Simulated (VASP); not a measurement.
```
CsCl
1.0
    4.20453     0.00000     0.00000
    0.00000     4.20453     0.00000
    0.00000     0.00000     4.20453
Cs Cl
1 1
Cartesian
  0.00000   0.00000   0.00000
  2.10226   2.10226   2.10226
```

These are PBE GGA with D3 dispersion (zero damping), VASP's PBE PAW potentials (set 64) (plane waves; VASP) values and carry that method's errors. Run with 520 eV cut-off, 6×6×6 Γ-centred mesh, Gaussian smearing of 0.050 eV, potentials Cs_sv Cl.

Unless said otherwise, spin-orbit coupling is left out, though it shifts the bands of the heavy elements here.

**Question.** Predict the energy per atom (σ→0), band gap (on the k-mesh) with the smallest direct gap where there is one.

**Answer.** 
```yaml
band gap (on the k-mesh): 5.00 eV
smallest direct gap (on the k-mesh): 5.00 eV
energy per atom (σ→0): -3.508 eV/atom
```

Total energies compare only between runs with the same potentials, cut-off and functional.

The compound is CsCl in the CsCl type structure. It was relaxed first, which changed the volume by +6 %.
